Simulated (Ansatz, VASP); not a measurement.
**Cross-check of Al6Si between VASP and Ansatz**

Aim: how closely do two programs agree when they are given the same cell, functional and k mesh? The cell is generated by rule, not measured, and may not be a known phase. The cell is taken from a series of runs on this material, whose earlier steps may have relaxed, scaled, displaced or heated it; both programs get it as it stands.

Method: plane waves, with VASP 6.6.1 beside it; single point at PBEsol, in Ansatz 0.2.0.

The structure was built from a prototype and need not be the compound's stable phase.

**1. The structure**

Symmetry: C2/m, No. 12, monoclinic system. Conventional cell: a = 8.696 Å, b = 8.696 Å, c = 6.149 Å, α = 90.00°, β = 90.00°, γ = 90.00°. Nearest to Si lie 10 Al at 4.30 to 4.41 Å. Nearest to Al lie 5 Al at 2.47 to 2.64 Å. Al has 5 Al at 2.45 to 2.65 Å nearest. Farther neighbours are not listed.

As a file:

```xyz
7
Lattice="6.1489 0.0000 0.0000 0.0000 6.1489 0.0000 0.0000 0.0000 6.1489" Properties=species:S:1:pos:R:3 pbc="T T T"
Si    0.0000    0.0000    0.0000
Al    1.2140    2.9189    3.2300
Al    3.2300    1.2140    3.0745
Al    4.9349    3.2300    2.9189
Al    2.9189    4.9349    3.0745
Al    2.9189    3.0745    1.2140
Al    3.2300    3.0745    4.9349
```

**2. VASP: single point, PBEsol, pair 1**

A single point gives forces, pressure and levels at one fixed geometry, so differences don't come from the geometry; what else differs is listed under the comparison.

Lines of VASP's logs that name or quote its potential files are left out, and so is its time.

Input file INCAR:

```
SYSTEM = Al6Si
PREC = Accurate
ENCUT = 500
EDIFF = 1E-06
NELM = 120
ISMEAR = 1
SIGMA = 0.15
LREAL = .FALSE.
ALGO = Normal
GGA = PS
NBANDS = 18
LORBIT = 11
LWAVE = .FALSE.
LCHARG = .FALSE.
ISIF = 2
LASPH = .TRUE.
GGA_COMPAT = .FALSE.
KPAR = 2
```

Input file POSCAR:

```
Al6Si
1.0
    6.1489135354      0.0000000000      0.0000000000
    0.0000000000      6.1489135354      0.0000000000
    0.0000000000      0.0000000000      6.1489135354
Si Al
1 6
Direct
    0.0000000000      0.0000000000      0.0000000000
    0.1974385139      0.4747006539      0.5252993461
    0.5252993461      0.1974385139      0.5000000000
    0.8025614861      0.5252993461      0.4747006539
    0.4747006539      0.8025614861      0.5000000000
    0.4747006539      0.5000000000      0.1974385139
    0.5252993461      0.5000000000      0.8025614861
```

Input file KPOINTS:

```
Automatic mesh
0
Gamma
6 6 6
0 0 0
```

PAW data sets: Si and Al (PBE family, release 64).

Command:

```bash
> mpirun -np 2 vasp_std
```

Numbers of over 12 decimals in the logs are rounded to 6 here.

What it wrote:

```text
[banner, memory and clock lines left out]
running    2 mpi-ranks, on    1 nodes
 distrk:  each k-point on    1 cores,    2 groups
 distr:  one band on    1 cores,    1 groups

 POSCAR found type information on POSCAR SiAl
 POSCAR found :  2 types and       7 ions
|                                                                             |
|               ----> ADVICE to this user running VASP <----                  |
|                                                                             |
|     You enforced a specific xc type in the INCAR file but a different       |
|     [... a line on the potential file left out ...]
|     I HOPE YOU KNOW WHAT YOU ARE DOING!                                     |
|                                                                             |

 LDA part: xc-table for (Slater+PW92), standard interpolation
 POSCAR, INCAR and KPOINTS ok, starting setup
 FFT: planning ... GRIDC
 FFT: planning ... GRID_SOFT
 FFT: planning ... GRID
 WAVECAR not read
 entering main loop
       N       E                     dE             d eps       ncg     rms          rms(c)
DAV:   1     0.310865728615E+02    0.31087E+02   -0.68464E+03  2448   0.861E+02
DAV:   2    -0.231152632681E+02   -0.54202E+02   -0.52351E+02  3196   0.110E+02
DAV:   3    -0.254691350784E+02   -0.23539E+01   -0.23361E+01  3258   0.231E+01
DAV:   4    -0.255202144427E+02   -0.51079E-01   -0.51050E-01  3618   0.403E+00
DAV:   5    -0.255211982693E+02   -0.98383E-03   -0.98381E-03  3374   0.493E-01    0.637E+00
DAV:   6    -0.221651297048E+02    0.33561E+01   -0.16957E+01  2652   0.951E+00    0.338E+00
DAV:   7    -0.221845918995E+02   -0.19462E-01   -0.54661E+00  2598   0.475E+00    0.241E+00
DAV:   8    -0.220277760028E+02    0.15682E+00   -0.29613E+00  2758   0.275E+00    0.152E+00
DAV:   9    -0.219970279894E+02    0.30748E-01   -0.15166E+00  2704   0.192E+00    0.106E+00
DAV:  10    -0.219452619159E+02    0.51766E-01   -0.20479E-01  2702   0.866E-01    0.180E-01
DAV:  11    -0.219452230771E+02    0.38839E-04   -0.71965E-03  2920   0.334E-01    0.121E-01
DAV:  12    -0.219455456624E+02   -0.32259E-03   -0.35158E-03  3006   0.108E-01    0.106E-01
DAV:  13    -0.219451860991E+02    0.35956E-03   -0.16775E-03  2734   0.783E-02    0.139E-02
DAV:  14    -0.219451857073E+02    0.39179E-06   -0.36496E-05  2830   0.291E-02    0.124E-02
DAV:  15    -0.219451857985E+02   -0.91248E-07   -0.15559E-05  2898   0.126E-02    0.116E-02
DAV:  16    -0.219451846840E+02    0.11145E-05   -0.25726E-05  2758   0.934E-03    0.638E-03
DAV:  17    -0.219451836187E+02    0.10653E-05   -0.10620E-05  1978   0.628E-03    0.275E-03
DAV:  18    -0.219451835571E+02    0.61550E-07   -0.34701E-07  1316   0.284E-03
   1 F= -.21945184E+02 E0= -.21940945E+02  d E =-.127150E-01
```

OUTCAR, selected parts (step 2):

```text
ion  position               nearest neighbor table
   1  0.000  0.000  0.000-
   2  0.197  0.475  0.525-   4 2.47   3 2.64   5 2.64   6 2.64   7 2.64
   3  0.525  0.197  0.500-   5 2.45   7 2.63   2 2.64   4 2.64   6 2.65
   4  0.803  0.525  0.475-   2 2.47   3 2.64   5 2.64   6 2.64   7 2.64
   5  0.475  0.803  0.500-   3 2.45   6 2.63   4 2.64   2 2.64   7 2.65
   6  0.475  0.500  0.197-   7 2.45   5 2.63   2 2.64   4 2.64   3 2.65
   7  0.525  0.500  0.803-   6 2.45   3 2.63   4 2.64   2 2.64   5 2.65

  LATTYP: Found a simple cubic cell.
 ALAT       =     6.1489135354

 Subroutine GETGRP returns: Found  4 space group operations
 (whereof  4 operations were pure point group operations)

The static configuration has the point symmetry C_2h.

 Found     68 irreducible k-points:

   k-points           NKPTS =     68   k-points in BZ     NKDIM =     68   number of bands    NBANDS=     18

   dimension x,y,z NGX =    48 NGY =   48 NGZ =   48
   dimension x,y,z NGXF=    96 NGYF=   96 NGZF=   96

   ENCUT  =  500.0 eV  36.75 Ry    6.06 a.u.  11.21 11.21 11.21*2*pi/ulx,y,z

   NELECT =      22.0000    total number of electrons

 k-points in reciprocal lattice and weights: Automatic mesh
   0.00000000  0.00000000  0.00000000       0.005
   0.16666667  0.00000000  0.00000000       0.009
   0.00000000  0.16666667  0.00000000       0.019
   0.33333333  0.00000000  0.00000000       0.009
   0.00000000  0.33333333  0.00000000       0.019
   0.50000000  0.00000000  0.00000000       0.005
   0.00000000  0.50000000  0.00000000       0.009
   0.16666667  0.16666667  0.00000000       0.019
   0.00000000  0.16666667  0.16666667       0.009
[...]
0.33333333  0.50000000  0.50000000       0.009
   0.50000000  0.50000000  0.50000000       0.005

 average (electrostatic) potential at core
       1 -89.1997       2 -78.0465       3 -78.0098       4 -78.0465       5 -78.0098
       6 -78.0098       7 -78.0098

 E-fermi :   1.6442

 k-point     1 :       0.0000    0.0000    0.0000
  band No.  band energies     occupation
    ...
      5      -2.2511      2.00000
      6      -2.0781      2.00000
      7      -2.0600      2.00000
      8      -0.8885      2.00000
      9       1.6753      0.65683
     10       1.6920      0.48907
     11       1.7002      0.41369
     12       2.0602     -0.00063
     13       2.0873     -0.00024
     14       2.1042     -0.00013
    ...

 k-point     2 :       0.1667    0.0000    0.0000
  band No.  band energies     occupation
    ...
      6      -2.0650      2.00000
      7      -1.4365      2.00000
      8      -0.5982      2.00000
      9       1.2700      2.00238
     10       1.3221      2.00965
     11       1.7811     -0.02714
     12       2.1080     -0.00011
     13       2.2180     -0.00000
     14       2.2264     -0.00000
     15       3.2918     -0.00000
    ...

 k-point     3 :       0.0000    0.1667    0.0000
  band No.  band energies     occupation
    ...
      6      -2.0518      2.00000
      7      -1.4376      2.00000
      8      -0.6023      2.00000
      9       1.2998      2.00549
     10       1.3080      2.00679
     11       1.7772     -0.01815
     12       2.1020     -0.00014
     13       2.2180     -0.00000
     14       2.2202     -0.00000
     15       3.3383     -0.00000
    ...

  Total       -1.1726574     -0.7128803     -0.7128803      0.0329309      0.1929015     -0.0329309
  in kB       -8.0813993     -4.9128332     -4.9128332      0.2269441      1.3293860     -0.2269444
  external PRESSURE =      -5.9690219 kB  Pullay stress =       0.0000000 kB

  energy-cutoff  :      500.00
  volume of cell :      232.49
      direct lattice vectors                 reciprocal lattice vectors
     6.148913535  0.000000000  0.000000000     0.162630356  0.000000000  0.000000000
     0.000000000  6.148913535  0.000000000     0.000000000  0.162630356  0.000000000
     0.000000000  0.000000000  6.148913535     0.000000000  0.000000000  0.162630356

 POSITION                                       TOTAL-FORCE (eV/Angst)
 -----------------------------------------------------------------------------------
      0.00000      0.00000      0.00000        -0.000000     -0.000000      0.000000
      1.21403      2.91889      3.23002        -0.172273     -0.052170      0.052170
      3.23002      1.21403      3.07446         0.061078     -0.076226     -0.032167
      4.93488      3.23002      2.91889         0.172273      0.052170     -0.052170
      2.91889      4.93488      3.07446        -0.061078      0.076226      0.032167
      2.91889      3.07446      1.21403        -0.061078     -0.032167     -0.076226
      3.23002      3.07446      4.93488         0.061078      0.032167      0.076226
 -----------------------------------------------------------------------------------
    total drift:                                0.000000     -0.000000     -0.000000

  FREE ENERGIE OF THE ION-ELECTRON SYSTEM (eV)
  ---------------------------------------------------
  free  energy   TOTEN  =       -21.9451835571 eV

  energy  without entropy=      -21.9324685202  energy(sigma->0) =      -21.94094521

 total charge
# of ion       s       p       d       tot
------------------------------------------
    1        0.969   0.459   0.000   1.428
    2        0.457   0.359   0.000   0.816
    3        0.456   0.364   0.000   0.821
    4        0.457   0.359   0.000   0.816
    5        0.456   0.364   0.000   0.821
    6        0.456   0.364   0.000   0.821
    7        0.456   0.364   0.000   0.821
--------------------------------------------------
tot          3.708   2.635   0.000   6.342

[... 3 further parts left out ...]
```

The run ends at a pressure of -0.60 GPa, with forces up to 0.19 eV/Å.

**3. Ansatz: single point, PBEsol, pair 1**

Ansatz runs on its default PAW (the set named soft_2) files.

The same cell, functional, mesh and smearing now go to Ansatz, which takes its cutoff from its data sets.

Input file input.yaml:

```yaml
crystal:
  lattice:
    - [6.1489135354, 0.0, 0.0]
    - [0.0, 6.1489135354, 0.0]
    - [0.0, 0.0, 6.1489135354]
  atoms:
    - { symbol: Si, position: [0.0, 0.0, 0.0] }
    - { symbol: Al, position: [0.1974385139, 0.4747006539, 0.5252993461] }
    - { symbol: Al, position: [0.5252993461, 0.1974385139, 0.5] }
    - { symbol: Al, position: [0.8025614861, 0.5252993461, 0.4747006539] }
    - { symbol: Al, position: [0.4747006539, 0.8025614861, 0.5] }
    - { symbol: Al, position: [0.4747006539, 0.5, 0.1974385139] }
    - { symbol: Al, position: [0.5252993461, 0.5, 0.8025614861] }
kpoints:
  mp_grid: { grid: [6, 6, 6] }
hamiltonian:
  xc: pbesol
scf:
  occupations: { method: methfessel_paxton, width: 0.15 }
output:
  forces: true
  stress: true
  eigenvalues: true
```

Command:

```bash
> ansatz run input.yaml --threads 8 --pin off --max-ram 14336MiB --backend cpu --events-out ev --progress --plain --runs-dir out
```

What it wrote:

```text
Engine: ansatz 0.2.0, aarch64-unknown-linux-gnu
Pseudopotentials: kind: paw
Pseudopotential: Si, paw, valence charge 4, recommended cutoff 420 eV (normal), Si.paw.azcp
Pseudopotential: Al, paw, valence charge 3, recommended cutoff 420 eV (normal), Al.paw.azcp
Functional definition: PBEsol
  exchange = pbesol_x
  correlation = pbesol_c
Crystal: 7 atoms, lattice volume = 232.485 Å³
Basis set: ecut = 420 eV, 4553 PW (Γ), exchange–correlation on 90×90×90 points (8 copies of the dense FFT grid, shifted against one another)
Bands: 18, of which v1, the nominal top of the filled ones, is band 11 counted from 1 (10 counted from 0)
Symmetry: 4 space group operations
Space group: C2/m (ITA 12), of the structure as read, at distance tolerance 6.1e-5 Å
k-points: 68 of 216
Non-local potential: Si, projectors of the file, l = 0: 2, l = 1: 2, l = 2: 2
Non-local potential: Al, projectors of the file, l = 0: 2, l = 1: 2, l = 2: 1
PAW form: soft (Blöchl's): semilocal exchange-correlation on the pseudo side does not see the compensation charge
PAW frozen core: Si, regenerated for the run's functional, and the local potential with it (the file was generated under x = pbe(κ = 0.804, μ = 0.219515), c = pbe(β = 0.066725))
PAW frozen core: Al, regenerated for the run's functional, and the local potential with it (the file was generated under x = pbe(κ = 0.804, μ = 0.219515), c = pbe(β = 0.066725))
PAW one-centre angular grid: Si, 110 points (default); XC on 64 Gauss nodes
PAW one-centre angular grid: Al, 110 points (default); XC on 64 Gauss nodes
Initial density: superposition of atomic densities (neutral atoms: chi_scale 0, normalization atom), corrected by the library's trained network
Initial wavefunctions: pseudopotential atomic-orbital guess
Functional: x = pbesol(κ = 0.804, μ = 0.123457), c = pbesol(β = 0.046)
SCF iter   1: F=—  HF=-3760.619067 eV  |F-HF|=—  |Δ(HF+E_count)|=         —  Δρ=1.11e-2  dr2=1.90e0  ethr=1.77e-3  ⟨swp⟩=7.3  Hψ=7933  notcnv=0
preconditioner: auto → Resta (q_TF=auto, 1.842 Å⁻¹)  ε∞=6.0  [insulator: Δε(μ)=0.109 eV  Ē_g=5.107 eV  σ=0.150 eV  W_gap=0.54  n_scr=26 (ndim 8)  ℏωp=11.4 eV  f_vac=0.000  D(μ)=3.12/eV (n_scr^D=18)  ε∞_Penn≈6.0]
SCF iter   2: F=—  HF=-3760.444384 eV  |F-HF|=—  |Δ(HF+E_count)|=   1.75e-1  S|Δr|=    0.00e0  Δρ=3.65e-3  dr2=1.31e-1  ethr=1.77e-3  ⟨swp⟩=1.8  Hψ=1842  notcnv=0  defer=1
preconditioner: auto → Kerker (q_TF=auto, 1.842 Å⁻¹)  [metal: Δε(μ)=0.008 eV  Ē_g=5.059 eV  σ=0.150 eV  W_gap=0.04  n_scr=26 (ndim 8)  ℏωp=11.4 eV  f_vac=0.000  D(μ)=7.11/eV (n_scr^D=56)]
SCF iter   3: F=—  HF=-3760.432093 eV  |F-HF|=—  |Δ(HF+E_count)|=   1.23e-2  S|Δr|=    0.00e0  Δρ=1.41e-3  dr2=1.45e-2  ethr=5.98e-4  ⟨swp⟩=1.0  Hψ=1184  notcnv=0  defer=1
SCF iter   4: F=—  HF=-3760.432738 eV  |F-HF|=—  |Δ(HF+E_count)|=   6.44e-4  S|Δr|=    0.00e0  Δρ=9.84e-4  dr2=1.18e-2  ethr=6.57e-5  ⟨swp⟩=2.0  Hψ=1822  notcnv=0  defer=1
SCF iter   5: F=—  HF=-3760.431924 eV  |F-HF|=—  |Δ(HF+E_count)|=   8.14e-4  S|Δr|=    0.00e0  Δρ=2.39e-4  dr2=4.99e-4  ethr=5.34e-5  ⟨swp⟩=1.0  Hψ=1268  notcnv=0  defer=1
SCF iter   6: F=—  HF=-3760.431896 eV  |F-HF|=—  |Δ(HF+E_count)|=   2.72e-5  S|Δr|=    0.00e0  Δρ=4.91e-5  dr2=2.43e-5  ethr=2.27e-6  ⟨swp⟩=1.0  Hψ=1489  notcnv=0  defer=1
SCF iter   7: F=—  HF=-3760.431909 eV  |F-HF|=—  |Δ(HF+E_count)|=   1.24e-5  S|Δr|=    0.00e0  Δρ=1.92e-5  dr2=4.19e-6  ethr=1.10e-7  ⟨swp⟩=2.3  Hψ=1736  notcnv=0  defer=2
SCF iter   8: F=—  HF=-3760.431909 eV  |F-HF|=—  |Δ(HF+E_count)|=   9.28e-8  S|Δr|=    0.00e0  Δρ=3.85e-6  dr2=1.03e-7  ethr=1.90e-8  ⟨swp⟩=1.1  Hψ=1229  notcnv=0  defer=2
SCF iter   9: F=—  HF=-3760.431909 eV  |F-HF|=—  |Δ(HF+E_count)|=   2.57e-8  S|Δr|=    0.00e0  Δρ=3.04e-6  dr2=1.32e-7  ethr=4.55e-10  ⟨swp⟩=6.6  Hψ=5432  notcnv=0
SCF iter  10: F=-3760.431909 eV  HF=-3760.431909 eV  |F-HF|=3.12e-10  |Δ(HF+E_count)|=   7.19e-9  S|Δr|=    0.00e0  Δρ=2.13e-7  dr2=5.24e-10  ethr=4.55e-10  ⟨swp⟩=2.2  Hψ=3488  notcnv=0
SCF 1 converged in 10 iterations: F = -3760.431909 eV  dr2 = 5.24e-10
  greatest PAW one-centre occupation: 0.761 electrons in one spin orbital (limit 2), on the Si atom at site 0 (counted from 0), in its partial waves of l = 0
SCF converged after 10 iterations
Stability not checked: this state was not tested for a lower state beside it, because cold or Methfessel-Paxton smearing, or corrected tetrahedra, fill the levels in a way that the test cannot read (fill_not_monotonic; see scf.lower_state_search)
Free energy (F): -3760.431909 eV
Harris-Foulkes:  -3760.431909 eV  (|F-HF|=3.12e-10)
Internal energy: -3760.419403 eV  (E = F + TS)
E sigma→0 (E₀):  -3760.428782 eV
Entropy (-TS):   -0.012506 eV (-1.787 meV/atom)
Fermi energy:    1.648828 eV
--- Per-component energies (eV) ---
  E_band       = -38.016422
  E_kinetic    = 156.537365
  E_local      = -197.294349  (includes V_loc(G=0)·N_el)
  E_nonlocal   = 92.390023
  E_hartree    = 68.502649
  E_xc         = -276.913191
  E_vxc        = -202.858825  (∫ρ·V_xc dr)
  E_paw        = -3226.845748  (= ΣΔE_a)
  E_vpaw       = -23.795837  (= ΣTr[D̂ρ^β])
  E_aug_tail   = -0.000006  (compensation charges beyond the density's cutoff)
  E_ewald      = -376.942542
  E_core_change = 0.146395  (= ΣΔE_core)
  E_smearing   = -0.012506  (= −TS)
  E_closure    = -0.000000  (closes the sum)
  Σ components = -3760.431909   (vs F -3760.431909, Δ=0.00e0)
--- Forces (eV/Å), atoms counted from 1 ---
  atom   1  Si     0.00000000     0.00000000     0.00000000
  atom   2  Al    -0.17202502    -0.05103728     0.05103728
  atom   3  Al     0.05997956    -0.07639690    -0.03206239
  atom   4  Al     0.17202502     0.05103728    -0.05103728
  atom   5  Al    -0.05997956     0.07639690     0.03206239
  atom   6  Al    -0.05997956    -0.03206239    -0.07639690
  atom   7  Al     0.05997956     0.03206239     0.07639690
  max |Σ_I F_I| component: 2.78e-17 eV/Å
--- Stress (GPa, compression-positive) ---
       -0.848851       0.022718      -0.022718
        0.022718      -0.534315       0.132436
       -0.022718       0.132436      -0.534315
  P = ⅓ Tr σ = -0.6392 GPa (-6.392 kbar)
--- Band table (eV; the first three rows and the last of 68) ---
  k-point 0: bands = [... 7 lower, -0.8814, 1.6801, 1.6967, 1.7049, 2.0644, 2.0915, 2.1083, 3.5481, ... 3 higher]
  k-point 1: bands = [... 7 lower, -0.5960, 1.3053, 1.3134, 1.7818, 2.1062, 2.2224, 2.2246, 3.3452, ... 3 higher]
  k-point 2: bands = [... 7 lower, 0.4626, 0.8160, 0.8322, 1.9366, 2.1511, 2.3724, 2.3769, 2.9856, ... 3 higher]
  k-point 67: bands = [... 7 lower, -0.2387, 1.5877, 1.6179, 1.6319, 2.6423, 2.6435, 2.6440, 3.8655, ... 3 higher]
```

The run ends at a pressure of -0.64 GPa, with forces up to 0.19 eV/Å.

**4. Comparison**

Known differences besides the potentials themselves: the cutoff is 420 eV in Ansatz and 500 eV in VASP; Ansatz makes its cores anew for this functional, VASP keeps those of its PBE data sets. Total energies have different zeros and are not compared.

Compared:

```csv
quantity,Ansatz,VASP,difference
pressure (GPa),-0.64,-0.60,-0.04
```

Forces (eV/Å; atoms numbered as in POSCAR):

```csv
atom,"Ansatz x, y, z","VASP x, y, z"
Si1,"0.000, 0.000, 0.000","0.000, 0.000, 0.000"
Al2,"-0.172, -0.051, 0.051","-0.172, -0.052, 0.052"
Al3,"0.060, -0.076, -0.032","0.061, -0.076, -0.032"
Al4,"0.172, 0.051, -0.051","0.172, 0.052, -0.052"
Al5,"-0.060, 0.076, 0.032","-0.061, 0.076, 0.032"
Al6,"-0.060, -0.032, -0.076","-0.061, -0.032, -0.076"
Al7,"0.060, 0.032, 0.076","0.061, 0.032, 0.076"
```

The forces differ by 0.7 meV/Å r.m.s., which is 1.0 % of the r.m.s. force of 0.073 eV/Å (both taken over all components).

**5. Ansatz: single point, PBEsol, pair 2**

A single point gives forces, pressure and levels at one fixed geometry, so differences don't come from the geometry; what else differs is listed under the comparison.

The cell is taken from a series of runs on this material, whose earlier steps may have relaxed, scaled, displaced or heated it; both programs get it as it stands.

input.yaml, the sections that differ from step 3:

```yaml
crystal:
  lattice:
    - [6.1489135354, 0.0, 0.0]
    - [0.0, 6.1489135354, 0.0]
    - [0.0, 0.0, 6.1489135354]
  atoms:
    - { symbol: Si, position: [0.0, 0.0, 0.0] }
    - { symbol: Al, position: [0.1974385139, 0.4632009511, 0.5367990489] }
    - { symbol: Al, position: [0.5367990489, 0.1974385139, 0.5] }
    - { symbol: Al, position: [0.8025614861, 0.5367990489, 0.4632009511] }
    - { symbol: Al, position: [0.4632009511, 0.8025614861, 0.5] }
    - { symbol: Al, position: [0.4632009511, 0.5, 0.1974385139] }
    - { symbol: Al, position: [0.5367990489, 0.5, 0.8025614861] }
# kpoints, hamiltonian, scf, output: as in step 3
```

What it wrote:

```text
[...]
Crystal: 7 atoms, lattice volume = 232.485 Å³
Basis set: ecut = 420 eV, 4553 PW (Γ), exchange–correlation on 90×90×90 points (8 copies of the dense FFT grid, shifted against one another)
Bands: 18, of which v1, the nominal top of the filled ones, is band 11 counted from 1 (10 counted from 0)
Symmetry: 4 space group operations
[...]
k-points: 68 of 216
[...]
k-point 0: bands = [... 7 lower, -0.8159, 1.6849, 1.7224, 1.7395, 2.0479, 2.1071, 2.1404, 3.5103, ... 3 higher]
  k-point 1: bands = [... 7 lower, -0.5451, 1.3094, 1.3283, 1.8081, 2.1117, 2.2474, 2.2521, 3.3400, ... 3 higher]
  k-point 2: bands = [... 7 lower, 0.5052, 0.8097, 0.8456, 1.9758, 2.1606, 2.4071, 2.4163, 2.9711, ... 3 higher]
  k-point 67: bands = [... 7 lower, -0.2141, 1.6438, 1.7071, 1.7291, 2.6897, 2.6926, 2.6941, 3.8002, ... 3 higher]
[key lines of the parts left out:]
SCF converged after 10 iterations
Free energy (F): -3760.466099 eV
Fermi energy:    1.680918 eV
P = ⅓ Tr σ = -1.3142 GPa (-13.142 kbar)
```

The run ends at a pressure of -1.31 GPa, with forces up to 0.30 eV/Å.

(Continued in part 2 of 2.)

[Lines on the potential files, build, host, timing and source positions are cut from VASP's logs without a mark.]

[Logs are printed without paths, hosts, clocks, repeated set-up lines and the standing remarks that a program may print on its own settings, such as how far it seeks lower states.]

[Hosts, paths, dates, database ids (printed as entryN), source tags and the programs' standing remarks are cut or masked in the printed files.]
